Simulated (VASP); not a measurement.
Method: HSE06 screened hybrid, VASP's PBE PAW potentials (set 64) (plane waves; VASP).

The input files of a VASP run:

### KPOINTS
```
K-points
0
G
1 1 1
0 0 0
```

File POSCAR:
```
C31OSi32
1.0
  8.7583314356   0.0000000000   0.0000000000
  0.0000000000   8.7583314356   0.0000000000
  0.0000000000   0.0000000000   8.7583314356
Si C O
32 31 1
Cart
  4.3650319263   8.7575530914   8.7561432296
  6.5688098001   2.1878633401   8.7534447824
  6.5699742123   8.7527900481   2.1862443178
  8.7552640087   0.0030536641   0.0023991084
  2.1870685294   2.1799358564   8.7573851671
  4.3745704525   4.3834971410   8.7547622815
  6.5775742150   6.5695430984   8.7579016012
  2.1862101919   0.0005551705   2.1798348456
  4.2968739815   2.1081449040   2.1084423632
  6.6445702770   4.4571328642   2.1134611516
  4.3748349462   8.7551261184   4.3832465774
  6.6473690263   2.1114959301   4.4572714709
  6.5775319316   0.0008695359   6.5701442028
  8.7549232623   4.3903945827   8.7577431683
  2.1876482985   6.5678772874   0.0024746919
  0.0032782636   2.1873855915   2.1865341012
  2.1806181838   4.3823135611   2.1866247255
  4.3736099535   6.5754990247   2.1876419584
  8.7557857110   8.7576799611   4.3903405771
  2.1796433044   2.1875260278   4.3830625473
  4.2918945442   4.4640655538   4.4641522675
  6.5687943653   6.5754376963   4.3827680493
  2.1885855276   0.0025092847   6.5671848773
  4.3742539220   2.1879696399   6.5742745671
  6.5696289747   4.3814551194   6.5738380168
  8.7561693408   6.5699085249   2.1790145324
  0.0040825622   4.3834866248   4.3826066035
  2.1862092241   6.5714817533   4.3915576532
  8.7564098235   2.1786282270   6.5706166981
  2.1857208131   4.3909738631   6.5722526896
  4.3656565066   6.5700515440   6.5714903312
  8.7543137621   6.5680264050   6.5674616634
  5.4796267795   1.1016795059   1.1020959234
  7.6520161659   3.2771906112   1.1039995643
  7.6535822887   1.1024259794   3.2758550935
  1.0918471578   1.0972517761   1.0958651571
  3.2908147484   3.2930785520   1.1035157996
  5.4641992020   5.4665784168   1.1055225435
  7.6604861800   7.6655642974   1.0956942768
  3.2898434179   1.1042473261   3.2940113449
  7.6524028217   5.4668414663   3.2936261973
  5.4649980100   1.1055857673   5.4654843900
  7.6543211056   3.2923785415   5.4657482636
  7.6600293831   1.0971062109   7.6664596222
  1.0920410673   5.4731793531   1.0960253969
  3.2822899438   7.6631366587   1.0965570101
  1.0918114641   3.2856128311   3.2848086797
  3.2886406546   5.4673564159   3.2766138978
  5.4712949648   7.6650181953   3.2847263978
  1.0923139567   1.0958605353   5.4736775743
  3.2882584962   3.2768221640   5.4671170971
  5.4792504148   5.4663726818   5.4666888497
  7.6593367594   7.6628922986   5.4739546450
  3.2829996385   1.0968060182   7.6611028069
  5.4710784449   3.2858779318   7.6644197280
  7.6594794720   5.4730098479   7.6614043948
  1.0924588011   7.6639909639   3.2849475150
  1.0920586155   5.4743975687   5.4743986942
  3.2840935006   7.6660048625   5.4738679069
  1.0910424222   3.2843047945   7.6643452401
  3.2831201119   5.4739182401   7.6675154487
  5.4719539688   7.6641376554   7.6639021605
  1.0919766909   7.6649068865   7.6636776722
  5.4792850303   3.2822200278   3.2822582404
```

INCAR:
```
# general
SYSTEM   = C31OSi32
PREC     = Normal
ENCUT    = 400
LREAL    = Auto
LASPH    = T
ISYM     = 0
NELECT   = 257.0

# electronic loop
EDIFF    = 1E-5
NELM     = 50
NELMIN   = 4
ALGO     = Normal

# smearing
ISMEAR   = 0
SIGMA    = 0.05

# functional
GGA      = PE
LHFCALC  = T
AEXX     = 0.25
HFSCREEN = 0.2
PRECFOCK = Fast

# spin
ISPIN    = 2
MAGMOM   = 64*0.0156
NUPDOWN  = 1

# ions
ISIF     = 0

# output
LWAVE    = F
LCHARG   = F
LORBIT   = 10
```

POTCAR, in this order: Si C O (PBE.64 set). Program: vasp_gam. Read from the step before: WAVECAR.

The resulting files:

File OUTCAR:
```
 ion  position               nearest neighbor table
   1  0.498  1.000  1.000-  54 1.89  46 1.89  62 1.90  33 1.92   9 2.98   5 3.08   8 3.08  23 3.09
                            15 3.09  24 3.09  18 3.09  31 3.09   2 3.11   3 3.11  13 3.11   7 3.11
   2  0.750  0.250  0.999-  44 1.89  34 1.89  33 1.90  55 1.90  13 3.09  29 3.09   4 3.09  25 3.09
                            24 3.09  16 3.10   3 3.10  14 3.10   9 3.10   6 3.10  10 3.11   1 3.11
   3  0.750  0.999  0.250-  39 1.89  35 1.89  33 1.89  49 1.90  26 3.09   4 3.09   7 3.09  18 3.09
                            22 3.09   2 3.10  16 3.10  19 3.10   9 3.10  12 3.11  11 3.11   1 3.11
   4  1.000  0.000  0.000-  36 1.90  44 1.90  39 1.90  63 1.90  29 3.09   8 3.09   5 3.09  26 3.09
                            13 3.09  16 3.09   3 3.09   7 3.09   2 3.09  15 3.10  23 3.10  32 3.10
   5  0.250  0.249  1.000-  36 1.89  54 1.89  60 1.90  37 1.92   9 2.98   1 3.08   8 3.08   4 3.09
                            23 3.09  24 3.09  16 3.09  29 3.09  17 3.10   6 3.10  30 3.11  14 3.11
   6  0.499  0.500  1.000-  61 1.89  37 1.89  38 1.89  55 1.90  31 3.09  15 3.09  30 3.09  25 3.09
                            24 3.09  18 3.10  17 3.10   7 3.10   2 3.10  10 3.10   5 3.10   9 3.11
   7  0.751  0.750  1.000-  56 1.89  39 1.89  62 1.90  38 1.92  10 2.99  14 3.08  26 3.08  32 3.09
                             4 3.09   3 3.09  25 3.09  13 3.10   6 3.10  18 3.11  31 3.11   1 3.11
   8  0.250  0.000  0.249-  36 1.89  46 1.89  57 1.90  40 1.92   9 2.98   5 3.08   1 3.08   4 3.09
                            15 3.09  16 3.09  18 3.09  26 3.10  20 3.10  11 3.11  28 3.11  19 3.11
   9  0.491  0.241  0.241-  33 1.85  37 1.85  40 1.85  64 2.04   8 2.98   5 2.98   1 2.98   2 3.10
                            11 3.10   3 3.10   6 3.11  17 3.11  20 3.11
  10  0.759  0.509  0.241-  34 1.85  41 1.85  38 1.85  64 2.03  26 2.99  14 2.99   7 2.99  16 3.10
                            27 3.10   6 3.10  22 3.11   2 3.11  18 3.11
  11  0.500  1.000  0.500-  59 1.89  42 1.89  40 1.89  49 1.90  23 3.09  28 3.09  31 3.09  22 3.09
                            18 3.09  24 3.10  20 3.10  13 3.10   9 3.10  12 3.11   8 3.11   3 3.11
  12  0.759  0.241  0.509-  43 1.85  42 1.85  35 1.85  64 2.03  19 2.99  29 2.99  13 2.99  16 3.10
                            25 3.10  27 3.10  11 3.11   3 3.11  24 3.11
  13  0.751  0.000  0.750-  53 1.89  44 1.89  62 1.90  42 1.92  12 2.99  29 3.08  19 3.08  32 3.09
                             4 3.09   2 3.09  22 3.09   7 3.10  11 3.10  24 3.10   1 3.11  31 3.11
  14  1.000  0.501  1.000-  56 1.89  45 1.89  60 1.90  34 1.92  10 2.99   7 3.08  26 3.08  32 3.09
                            15 3.09  25 3.09  17 3.09  30 3.09   2 3.10  16 3.10  29 3.11   5 3.11
  15  0.250  0.750  0.000-  61 1.90  45 1.90  46 1.90  63 1.90  30 3.09  26 3.09   1 3.09  31 3.09
                             8 3.09  14 3.09  17 3.09  18 3.09   6 3.09   4 3.10  32 3.10  23 3.10
  16  0.000  0.250  0.250-  36 1.89  34 1.89  35 1.90  47 1.90   4 3.09   8 3.09   5 3.09  17 3.09
                            20 3.09   2 3.10   3 3.10  12 3.10  14 3.10  10 3.10  19 3.11  27 3.11
  17  0.249  0.500  0.250-  45 1.89  37 1.90  48 1.90  47 1.90  15 3.09  26 3.09  14 3.09  16 3.09
                            27 3.09   6 3.10  18 3.10   5 3.10  20 3.11  21 3.11  28 3.11   9 3.11
  18  0.499  0.751  0.250-  46 1.89  38 1.89  48 1.89  49 1.90   8 3.09  15 3.09   1 3.09   3 3.09
                            11 3.09   6 3.10  17 3.10  22 3.10  28 3.11   7 3.11  21 3.11  10 3.11
  19  1.000  1.000  0.501-  50 1.89  53 1.89  57 1.90  35 1.92  12 2.99  13 3.08  29 3.08  32 3.09
                            23 3.09  22 3.09  20 3.09  28 3.09   3 3.10  16 3.11  26 3.11   8 3.11
  20  0.249  0.250  0.500-  50 1.89  51 1.89  40 1.90  47 1.90  29 3.09  23 3.09  19 3.09  27 3.09
...
```

**OSZICAR**
```
       N       E                     dE             d eps       ncg     rms          rms(c)
DAV:   1    -0.563306581724E+03   -0.56331E+03   -0.99363E+00   644   0.789E+00    0.147E+01
DAV:   2    -0.563373605688E+03   -0.67024E-01   -0.29203E-01   726   0.123E+00    0.107E+01
DAV:   3    -0.563355029204E+03    0.18576E-01   -0.10815E-02   742   0.292E-01    0.633E+00
DAV:   4    -0.563348988216E+03    0.60410E-02   -0.77899E-03   720   0.188E-01    0.362E+00
DAV:   5    -0.563347042308E+03    0.19459E-02   -0.94396E-04   736   0.780E-02    0.208E+00
DAV:   6    -0.563346384516E+03    0.65779E-03   -0.56369E-04   712   0.610E-02    0.117E+00
DAV:   7    -0.563346195214E+03    0.18930E-03   -0.15268E-04   726   0.281E-02    0.669E-01
DAV:   8    -0.563346125068E+03    0.70147E-04   -0.23627E-05   478   0.172E-02    0.387E-01
DAV:   9    -0.563346107992E+03    0.17075E-04   -0.36548E-05   574   0.138E-02    0.215E-01
DAV:  10    -0.563346103267E+03    0.47252E-05   -0.25759E-06   390   0.562E-03
   1 F= -.56334610E+03 E0= -.56334610E+03  d E =-.322482E-16  mag=     1.0000
```

OUTCAR:
```
------------------------ aborting loop because EDIFF is reached ----------------------------------------
  volume of cell :      671.84
      direct lattice vectors                 reciprocal lattice vectors
     8.758331436  0.000000000  0.000000000     0.114176999  0.000000000  0.000000000
     0.000000000  8.758331436  0.000000000     0.000000000  0.114176999  0.000000000
     0.000000000  0.000000000  8.758331436     0.000000000  0.000000000  0.114176999
  FREE ENERGIE OF THE ION-ELECTRON SYSTEM (eV)
  ---------------------------------------------------
  free  energy   TOTEN  =      -563.3461032669 eV

  energy  without entropy=     -563.3461032669  energy(sigma->0) =     -563.34610327

  exchange ACFDT corr.  =         0.00000000  see jH, gK, PRB 81, 115126

 total charge

# of ion       s       p       d       tot
------------------------------------------
    1        0.705   0.966   0.000   1.670
    2        0.705   0.973   0.000   1.679
    3        0.705   0.974   0.000   1.679
    4        0.705   0.971   0.000   1.676
    5        0.705   0.966   0.000   1.670
    6        0.705   0.973   0.000   1.679
    7        0.705   0.965   0.000   1.670
    8        0.705   0.966   0.000   1.670
    9        0.724   0.919   0.000   1.643
   10        0.723   0.920   0.000   1.643
   11        0.705   0.973   0.000   1.679
   12        0.723   0.920   0.000   1.643
   13        0.705   0.966   0.000   1.670
   14        0.705   0.966   0.000   1.671
   15        0.705   0.971   0.000   1.675
   16        0.705   0.973   0.000   1.679
   17        0.705   0.973   0.000   1.678
   18        0.705   0.973   0.000   1.679
   19        0.705   0.966   0.000   1.671
   20        0.705   0.973   0.000   1.678
   21        0.725   0.920   0.000   1.644
   22        0.705   0.973   0.000   1.679
   23        0.705   0.971   0.000   1.676
   24        0.705   0.973   0.000   1.679
   25        0.705   0.973   0.000   1.679
   26        0.705   0.966   0.000   1.670
   27        0.705   0.973   0.000   1.679
   28        0.705   0.966   0.000   1.671
   29        0.705   0.966   0.000   1.671
   30        0.705   0.966   0.000   1.670
   31        0.705   0.966   0.000   1.670
   32        0.705   0.971   0.000   1.676
   33        0.835   1.713   0.000   2.548
   34        0.834   1.714   0.000   2.548
   35        0.835   1.714   0.000   2.548
   36        0.832   1.715   0.000   2.547
   37        0.834   1.713   0.000   2.548
   38        0.834   1.713   0.000   2.547
   39        0.832   1.715   0.000   2.547
   40        0.834   1.713   0.000   2.547
   41        0.834   1.713   0.000   2.548
   42        0.834   1.713   0.000   2.548
   43        0.834   1.713   0.000   2.548
   44        0.832   1.715   0.000   2.547
   45        0.832   1.715   0.000   2.547
   46        0.832   1.715   0.000   2.547
   47        0.836   1.709   0.000   2.545
   48        0.835   1.713   0.000   2.547
   49        0.835   1.709   0.000   2.544
   50        0.832   1.715   0.000   2.547
   51        0.835   1.713   0.000   2.548
   52        0.835   1.713   0.000   2.548
   53        0.832   1.715   0.000   2.547
   54        0.832   1.715   0.000   2.547
   55        0.835   1.709   0.000   2.544
   56        0.832   1.715   0.000   2.547
   57        0.839   1.695   0.000   2.534
   58        0.832   1.715   0.000   2.547
   59        0.832   1.715   0.000   2.547
   60        0.839   1.695   0.000   2.534
   61        0.832   1.715   0.000   2.547
   62        0.839   1.695   0.000   2.534
   63        0.835   1.705   0.000   2.540
   64        1.594   3.481   0.000   5.076
--------------------------------------------------
tot         50.088  87.368   0.000 137.455

 magnetization (x)

# of ion       s       p       d       tot
------------------------------------------
    1        0.000   0.003   0.000   0.003
    2        0.000   0.003   0.000   0.004
    3        0.000   0.003   0.000   0.004
    4       -0.000   0.002   0.000   0.001
    5        0.000   0.003   0.000   0.003
    6        0.000   0.003   0.000   0.004
    7        0.000   0.003   0.000   0.003
    8        0.000   0.003   0.000   0.003
    9        0.002   0.024   0.000   0.026
   10        0.002   0.023   0.000   0.025
   11        0.000   0.003   0.000   0.004
   12        0.002   0.023   0.000   0.025
   13        0.000   0.003   0.000   0.003
   14        0.000   0.003   0.000   0.003
   15       -0.000   0.002   0.000   0.001
   16        0.000   0.003   0.000   0.004
   17        0.000   0.003   0.000   0.004
   18        0.000   0.003   0.000   0.004
   19        0.000   0.003   0.000   0.003
   20        0.000   0.003   0.000   0.004
   21        0.002   0.025   0.000   0.027
...
```
(Selected blocks of OUTCAR.)

The cell is charged, with a uniform compensating background. The supercell is sampled at Γ alone, which is coarse: total energies, pressure and levels can be off, energies of defects by several tenths of an eV.

The cell is a supercell with a defect, built from SiC (zinc blende): O_C, charge +1. The cell's shape comes from a PBE relaxation.
